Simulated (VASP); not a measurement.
# BeAs2 (F-43m) in VASP: further runs

Runs on BeAs2. Level: PBE. Tasks: single point, relaxation of cell and atoms.

Program: VASP 6.6.1. These are calculated values, not measurements. Logs are shortened: lines on timing, memory, paths and dates and some standing lists are left out, and cuts for length are marked.

## Step 1: The cell of the first run

Symmetry: F-43m, No. 216, cubic system. The conventional cell has a = 6.124 Å, b = 6.124 Å, c = 6.124 Å, α = 90.00°, β = 90.00°, γ = 90.00°. Be (site symmetry -43m) is surrounded by 4 As at 2.65 Å. Around As (site symmetry -43m) lie 4 As at 2.65 Å. As (site symmetry -43m) has 4 Be at 2.65 Å and 4 As at 2.65 Å as nearest neighbours.

The cell was built by a generator and needn't be a form met in nature.

## Step 2: Single point, PBE (random cell by space group and Wyckoff sites (F-43m, No. 216))

File INCAR:

```
PREC = Accurate
ENCUT = 520
EDIFF = 1E-6
ISMEAR = 0
SIGMA = 0.1
LREAL = False
LASPH = True
NELM = 80
ALGO = Fast
ISIF = 2
LWAVE = False
LCHARG = False
GGA = PE
NBANDS = 13
```

File KPOINTS:

```
Automatic mesh
0
Gamma
  14 14 14
```

File POSCAR:

```
BeAs2
1.0
    0.0000000000      3.0618791625      3.0618791625
    3.0618791625      0.0000000000      3.0618791625
    3.0618791625      3.0618791625      0.0000000000
Be As
1 2
Direct
    0.2500000000      0.2500000000      0.2500000000
    0.7500000000      0.7500000000      0.7500000000
    0.0000000000      0.0000000000      0.0000000000
```

Potentials or basis: VASP PAW PBE potentials, release 64 (Be, As).

Started as:

```
cat potpaw_PBE.64/Be/POTCAR potpaw_PBE.64/As/POTCAR > POTCAR
mpirun -np 1 vasp_std > vasp.out
```

OUTCAR:

```text
PREC = Accurate
   ENCUT = 520
   EDIFF = 1E-6
   ISMEAR = 0
   LREAL = False
   LASPH = True
   NELM = 80
   ISIF = 2
   GGA = PE

 ion  position               nearest neighbor table
   1  0.250  0.250  0.250-   3 2.65   3 2.65   3 2.65   3 2.65
   2  0.750  0.750  0.750-   3 2.65   3 2.65   3 2.65   3 2.65
   3  0.000  0.000  0.000-   2 2.65   2 2.65   2 2.65   1 2.65   2 2.65   1 2.65   1 2.65   1 2.65

  LATTYP: Found a face centered cubic cell.
 ALAT       =     6.1237583250

  Lattice vectors:

 A1 = (   0.0000000000,   3.0618791625,   3.0618791625)
 A2 = (   3.0618791625,   0.0000000000,   3.0618791625)
 A3 = (   3.0618791625,   3.0618791625,   0.0000000000)

Analysis of symmetry for initial positions (statically):
=====================================================================
 Subroutine PRICEL returns:
 Original cell was already a primitive cell.

 Routine SETGRP: Setting up the symmetry group for a
 face centered cubic supercell.

 Subroutine GETGRP returns: Found 24 space group operations
 (whereof 24 operations were pure point group operations)
 out of a pool of 48 trial point group operations.

The static configuration has the point symmetry T_d .

Analysis of symmetry for dynamics (positions and initial velocities):
=====================================================================
 Subroutine PRICEL returns:
 Original cell was already a primitive cell.

 Routine SETGRP: Setting up the symmetry group for a
 face centered cubic supercell.

 Subroutine GETGRP returns: Found 24 space group operations
 (whereof 24 operations were pure point group operations)
 out of a pool of 48 trial point group operations.

The dynamic configuration has the point symmetry T_d .

 Subroutine INISYM returns: Found 24 space group operations
 (whereof 24 operations are pure point group operations),
 and found     1 'primitive' translations

----------------------------------------------------------------------------------------

                                     Primitive cell

  volume of cell :      57.4109

  direct lattice vectors                    reciprocal lattice vectors
     0.000000000  3.061879162  3.061879162    -0.163298410  0.163298410  0.163298410
     3.061879162  0.000000000  3.061879162     0.163298410 -0.163298410  0.163298410
     3.061879162  3.061879162  0.000000000     0.163298410  0.163298410 -0.163298410

  length of vectors
     4.330151038  4.330151038  4.330151038     0.282841144  0.282841144  0.282841144

  position of ions in fractional coordinates (direct lattice)
     0.250000000  0.250000000  0.250000000
     0.750000000  0.750000000  0.750000000
     0.000000000  0.000000000  0.000000000

  ion indices of the primitive-cell ions
   primitive index   ion index
                 1           1
                 2           2
                 3           3

----------------------------------------------------------------------------------------

 KPOINTS: Automatic mesh

Automatic generation of k-mesh.
 Grid dimensions read from file:
 generate k-points for:   14   14   14

 Generating k-lattice:

  Cartesian coordinates                     Fractional coordinates (reciprocal lattice)
    -0.011664172  0.011664172  0.011664172     0.071428571  0.000000000  0.000000000
     0.011664172 -0.011664172  0.011664172     0.000000000  0.071428571  0.000000000
     0.011664172  0.011664172 -0.011664172     0.000000000  0.000000000  0.071428571

  Length of vectors
     0.020202939  0.020202939  0.020202939

  Shift w.r.t. Gamma in fractional coordinates (k-lattice)
     0.000000000  0.000000000  0.000000000

 Subroutine IBZKPT returns following result:
 ===========================================

 Found    104 irreducible k-points:

 Following reciprocal coordinates:
            Coordinates               Weight
  0.000000  0.000000  0.000000      1.000000
  0.071429  0.000000  0.000000      8.000000
  0.142857  0.000000  0.000000      8.000000
  0.214286  0.000000  0.000000      8.000000
  0.285714  0.000000  0.000000      8.000000
  0.357143  0.000000  0.000000      8.000000
[... 16 lines left out ...]
  0.214286  0.142857  0.000000     24.000000
  0.285714  0.142857  0.000000     24.000000
 [... further k-points ...]
   k-points           NKPTS =    104   k-points in BZ     NKDIM =    104   number of bands    NBANDS=     13
   number of dos      NEDOS =    301   number of ions     NIONS =      3
   total plane-waves  NPLWV =  32768
   dimension x,y,z NGX =    32 NGY =   32 NGZ =   32
   dimension x,y,z NGXF=    64 NGYF=   64 NGZF=   64
   ions per type =               1   2
   NGX,Y,Z   is equivalent  to a cutoff of  12.29, 12.29, 12.29 a.u.
   NGXF,Y,Z  is equivalent  to a cutoff of  24.57, 24.57, 24.57 a.u.
 SYSTEM =  unknown system
   PREC   = accura    normal or accurate (medium, high low for compatibility)
   ISTART =      0    job   : 0-new  1-cont  2-samecut
   ICHARG =      2    charge: 1-file 2-atom 10-const
   ISPIN  =      1    spin polarized calculation?
   LNONCOLLINEAR =      F non collinear calculations
   LSORBIT =      F    spin-orbit coupling
   LASPH  =      T    aspherical Exc in radial PAW
   ENCUT  =  520.0 eV  38.22 Ry    6.18 a.u.   8.05  8.05  8.05*2*pi/ulx,y,z
   NELM   =     80;   NELMIN=  2; NELMDL= -5     # of ELM steps
   EDIFF  = 0.1E-05   stopping-criterion for ELM
   LREAL  =      F    real-space projection
   EDIFFG = 0.1E-04   stopping-criterion for IOM
   NSW    =      0    number of steps for IOM
   IBRION =     -1    ionic relax: 0-MD 1-quasi-New 2-CG
   NFREE  =      0    steps in history (QN), initial steepest desc. (CG)
   ISIF   =      2    stress and relaxation
   ISYM   =      2    0-nonsym 1-usesym 2-fastsym
   POTIM  = 0.5000    time-step for ionic-motion
   TEBEG  =    0.0;   TEEND  =   0.0 temperature during run
   PSTRESS=    0.0 pullay stress
   NELECT =      12.0000    total number of electrons
   NUPDOWN=      -1.0000    fix difference up-down
   EMIN   =  10.00;   EMAX   =-10.00  energy-range for DOS
   EFERMI =   0.00;   METHOD = LEGACY
   ISMEAR =     0;   SIGMA  =   0.10  broadening in eV -4-tet -1-fermi 0-gaus
   EFERMI_NEDOS =   21; number of points for ismear=-14 and -15
   IALGO  =     68    algorithm
   IMIX   =      4    mixing-type and parameters
     AMIX     =   0.40;   BMIX     =  1.00
     AMIX_MAG =   1.60;   BMIX_MAG =  1.00
  volume/ion in A,a.u.               =      19.14       129.14
  Fermi-wavevector in a.u.,A,eV,Ry     =   0.971562  1.835986 12.842985  0.943933
  Thomas-Fermi vector in A             =   2.101789
   LORBIT       =      0    0 simple, 1 ext, 2 COOP (PROOUT), +10 PAW based schemes
   GGA     = PE    functional components
   LHFCALC =     F    Hartree Fock is set to
   AEXX    =    0.0000 exact exchange contribution
   IVDW    =     0    specifies the selected vdW correction
   LEPSILON=     F    determine dielectric tensor
   LRPA    =     F    only Hartree local field effects (RPA)
 non-spin polarized calculation
 RMM-DIIS sequential band-by-band and
 Gauss-broadening in eV      SIGMA  =   0.10
  energy-cutoff  :      520.00
  volume of cell :       57.41
 maximum number of plane-waves:      1572
   NGX = 17   NGY = 17   NGZ = 17

 number of electron      11.9999997 magnetization

 Free energy of the ion-electron system (eV)
  ---------------------------------------------------
  ext. energy  EPLUGINS =         0.00000000
  ---------------------------------------------------
  free energy    TOTEN  =       -11.08708360 eV

  energy without entropy =      -11.08071286  energy(sigma->0) =      -11.08389823

 E-fermi :   4.7769     XC(G=0):  -9.6391

 val. band max:        4.7542703878   @ k =  -0.2857   0.5000   0.2143
 cond. band min:       4.7951881470   @ k =  -0.2857   0.2857   0.0714
 fundamental gap:      0.0409177592
 Fermi energy:         4.7769229007

 k-point     1 :       0.0000    0.0000    0.0000
  band No.  band energies     occupation
      1      -9.5332      2.00000
      2      -1.6208      2.00000
      3       2.2031      2.00000
      4       2.2031      2.00000
      5       2.2031      2.00000
      6       3.7449      2.00000
      7       3.7449      2.00000
      8       3.7449      2.00000
      9       5.4751      0.00000
     10       9.2162      0.00000
     11       9.2162      0.00000
     12       9.2162      0.00000
     13      11.1808      0.00000

 k-point     2 :       0.0714    0.0000    0.0000
  band No.  band energies     occupation
      1      -9.4869      2.00000
      2      -1.8287      2.00000
      3       2.0255      2.00000
      4       2.0874      2.00000
      5       2.0874      2.00000
      6       3.8811      2.00000
      7       3.8851      2.00000
      8       3.8851      2.00000
      9       5.8391      0.00000
     10       8.9964      0.00000
     11       8.9964      0.00000
     12       9.2016      0.00000
     13      11.5825      0.00000

 k-point     3 :       0.1429    0.0000    0.0000
  band No.  band energies     occupation
      1      -9.3499      2.00000
      2      -2.3711      2.00000
      3       1.6298      2.00000
      4       1.8389      2.00000
      5       1.8389      2.00000
      6       4.1836      2.00000
      7       4.1836      2.00000
      8       4.3194      2.00000
      9       6.6182      0.00000
     10       8.6666      0.00000
     11       8.6666      0.00000
     12       9.2451      0.00000
     13      12.4712      0.00000
[... 305 lines left out ...]
 k-point    23 :       0.2143    0.1429    0.0000
  band No.  band energies     occupation
      1      -9.1205      2.00000
      2      -3.0163      2.00000
      3       0.8474      2.00000
      4       0.9912      2.00000
      5       2.5926      2.00000
      6       3.3657      2.00000
      7       5.3113      0.00000
      8       5.3659      0.00000
      9       7.0036      0.00000
     10       7.7729      0.00000
     11       9.8129      0.00000
     12       9.9945      0.00000
     13      12.0237      0.00000

 k-point    24 :       0.2857    0.1429    0.0000
  band No.  band energies     occupation
      1      -8.8738      2.00000
      2      -3.6420      2.00000
      3       0.3424      2.00000
      4       0.7827      2.00000
      5       2.6239      2.00000
      6       3.5565      2.00000
      7       5.5495      0.00000
      8       5.6862      0.00000
      9       7.3004      0.00000
     10       8.3497      0.00000
     11       9.8552      0.00000
     12      10.3804      0.00000
     13      12.9583      0.00000

 [... further k-points ...]

------------------------ aborting loop because EDIFF is reached ----------------------------------------

  FORCE on cell =-STRESS in cart. coord.  units (eV):
  Direction    XX          YY          ZZ          XY          YZ          ZX
  --------------------------------------------------------------------------------------
  -------------------------------------------------------------------------------------
  Total        0.0569016      0.0569016      0.0569016      0.0000000      0.0000000      0.0000000
  in kB        1.5879644      1.5879644      1.5879644      0.0000000      0.0000000      0.0000000
  external PRESSURE =       1.5879644 kB  Pullay stress =       0.0000000 kB

 VOLUME and BASIS-vectors are now :
 -----------------------------------------------------------------------------
  energy-cutoff  :      520.00
  volume of cell :       57.41
      direct lattice vectors                 reciprocal lattice vectors
     0.000000000  3.061879162  3.061879162    -0.163298410  0.163298410  0.163298410
     3.061879162  0.000000000  3.061879162     0.163298410 -0.163298410  0.163298410
     3.061879162  3.061879162  0.000000000     0.163298410  0.163298410 -0.163298410

 POSITION                                       TOTAL-FORCE (eV/Angst)
 -----------------------------------------------------------------------------------
      1.53094      1.53094      1.53094         0.000000      0.000000      0.000000
      4.59282      4.59282      4.59282        -0.000000     -0.000000     -0.000000
      0.00000      0.00000      0.00000         0.000000      0.000000      0.000000
 -----------------------------------------------------------------------------------
    total drift:                               -0.000000     -0.000000     -0.000000

  FREE ENERGIE OF THE ION-ELECTRON SYSTEM (eV)
  ---------------------------------------------------
  free  energy   TOTEN  =       -11.0870835994 eV

  energy  without entropy=      -11.0807128582  energy(sigma->0) =      -11.08389823
```

Wall time 31 s (1 thread of Intel Xeon 6975P-C (Granite Rapids), shared host); peak memory 0.22 GiB.

Results:

```yaml
Free_energy: -11.0871 eV
Pressure: 0.2 GPa
Band_gap_on_the_k_mesh: none (metal or under the smearing width)
```

Levels at points of the mesh, in eV from the Fermi level:
| k point | band 4 | band 5 | band 6 | band 7 | band 8 | band 9 |
| --- | --- | --- | --- | --- | --- | --- |
| (0.00, 0.00, 0.00) | -2.57 | -2.57 | -1.03 | -1.03 | -1.03 | 0.70 |
| (0.50, 0.00, 0.00) | -3.72 | -3.72 | -0.18 | -0.18 | 2.20 | 3.82 |
| (0.50, 0.50, 0.00) | -5.16 | -3.63 | -1.78 | 3.91 | 3.91 | 4.93 |

## Step 3: Relaxation of cell and atoms, PBE (random cell by space group and Wyckoff sites (F-43m, No. 216))

File INCAR:

```
SYSTEM = BeAs2
PREC = Accurate
ENCUT = 600
EDIFF = 1E-7
ISMEAR = 0
SIGMA = 0.1
LREAL = .False.
LASPH = .True.
NELM = 80
ALGO = Fast
ISIF = 3
LWAVE = .False.
LCHARG = .False.
GGA = PE
IBRION = 2
NSW = 100
EDIFFG = -0.01
```

File KPOINTS:

```
regular mesh
0
Gamma
  14 14 14
  0 0 0
```

File POSCAR:

```
BeAs2
1.0
    0.0000000000      3.0669347897      3.0669347897
    3.0669347897      0.0000000000      3.0669347897
    3.0669347897      3.0669347897      0.0000000000
Be As
1 2
Direct
    0.2500000000      0.2500000000      0.2500000000
    0.7500000000      0.7500000000      0.7500000000
    0.0000000000      0.0000000000      0.0000000000
```

Potentials or basis: VASP PAW PBE potentials, release 64 (Be, As).

Started as:

```
cat potpaw_PBE.64/Be/POTCAR potpaw_PBE.64/As/POTCAR > POTCAR
mpirun -np 1 vasp_std > vasp.out
```

OUTCAR:

```text
SYSTEM = BeAs2
   PREC = Accurate
   ENCUT = 600
   EDIFF = 1E-7
   ISMEAR = 0
   LREAL = .False.
   LASPH = .True.
   NELM = 80
   ISIF = 3
   GGA = PE
   IBRION = 2
   NSW = 100
   EDIFFG = -0.01

 ion  position               nearest neighbor table
   1  0.250  0.250  0.250-
   2  0.750  0.750  0.750-   3 2.66   3 2.66   3 2.66   3 2.66
   3  0.000  0.000  0.000-   2 2.66   2 2.66   2 2.66   2 2.66

  LATTYP: Found a face centered cubic cell.
 ALAT       =     6.1338695794

  Lattice vectors:

 A1 = (   0.0000000000,   3.0669347897,   3.0669347897)
 A2 = (   3.0669347897,   0.0000000000,   3.0669347897)
 A3 = (   3.0669347897,   3.0669347897,   0.0000000000)

Analysis of symmetry for initial positions (statically):
=====================================================================
 Subroutine PRICEL returns:
 Original cell was already a primitive cell.

 Routine SETGRP: Setting up the symmetry group for a
 face centered cubic supercell.

 Subroutine GETGRP returns: Found 24 space group operations
 (whereof 24 operations were pure point group operations)
 out of a pool of 48 trial point group operations.

[... 228 lines left out ...]
      5       2.1866      2.00000
      6       3.7272      2.00000
      7       3.7272      2.00000
      8       3.7272      2.00000
      9       5.4433      0.00000
     10       9.1902      0.00000
[... 287 lines left out ...]
 k-point    24 :       0.2857    0.1429    0.0000
  band No.  band energies     occupation
      1      -8.8797      2.00000
      2      -3.6643      2.00000
      3       0.3290      2.00000
      4       0.7701      2.00000
      5       2.6035      2.00000
      6       3.5346      2.00000
      7       5.5270      0.00000
      8       5.6627      0.00000
      9       7.2761      0.00000
     10       8.3185      0.00000

 [... further k-points ...]

------------------------ aborting loop because EDIFF is reached ----------------------------------------

  FORCE on cell =-STRESS in cart. coord.  units (eV):
  Direction    XX          YY          ZZ          XY          YZ          ZX
  --------------------------------------------------------------------------------------
  -------------------------------------------------------------------------------------
  Total        0.0025947      0.0025947      0.0025947      0.0000000      0.0000000      0.0000000
  in kB        0.0722324      0.0722324      0.0722324      0.0000000      0.0000000      0.0000000
  external PRESSURE =       0.0722324 kB  Pullay stress =       0.0000000 kB

 VOLUME and BASIS-vectors are now :
 -----------------------------------------------------------------------------
  energy-cutoff  :      600.00
  volume of cell :       57.55
      direct lattice vectors                 reciprocal lattice vectors
     0.000000000  3.064392318  3.064392318    -0.163164487  0.163164487  0.163164487
     3.064392318 -0.000000000  3.064392318     0.163164487 -0.163164487  0.163164487
     3.064392318  3.064392318 -0.000000000     0.163164487  0.163164487 -0.163164487

 POSITION                                       TOTAL-FORCE (eV/Angst)
 -----------------------------------------------------------------------------------
      1.53220      1.53220      1.53220        -0.000000     -0.000000     -0.000000
      4.59659      4.59659      4.59659         0.000000      0.000000      0.000000
      0.00000      3.06439      3.06439        -0.000000     -0.000000     -0.000000
 -----------------------------------------------------------------------------------
    total drift:                               -0.000000     -0.000000     -0.000000

  FREE ENERGIE OF THE ION-ELECTRON SYSTEM (eV)
  ---------------------------------------------------
  free  energy   TOTEN  =       -11.0872420129 eV

  energy  without entropy=      -11.0808786130  energy(sigma->0) =      -11.08406031

 reached required accuracy - stopping structural energy minimisation
```

Wall time 55 s (1 thread of Intel Xeon 6975P-C (Granite Rapids), shared host); peak memory 0.26 GiB.

What came out:

- Free energy: -11.0872 eV
- Relaxed volume: 19.18 Å³/atom
- Relaxed cell: a = 4.334 Å, b = 4.334 Å, c = 4.334 Å, α = 60.00°, β = 60.00°, γ = 60.00°
- Space group after relaxing (to 0.05 Å): F-43m (No. 216)
- Energy gained by relaxing: 0.0 meV/atom
- Ionic steps: 2
- Pressure after relaxing: 0.0 GPa
- Band gap on the k mesh: none (metal or under the smearing width)

Final structure:
```
Be As
1.0
     0.00000    3.06439    3.06439
     3.06439    0.00000    3.06439
     3.06439    3.06439    0.00000
Be As
1 2
Cartesian
  1.5322 1.5322 1.5322
  4.5966 4.5966 4.5966
  0.0000 3.0644 3.0644
```
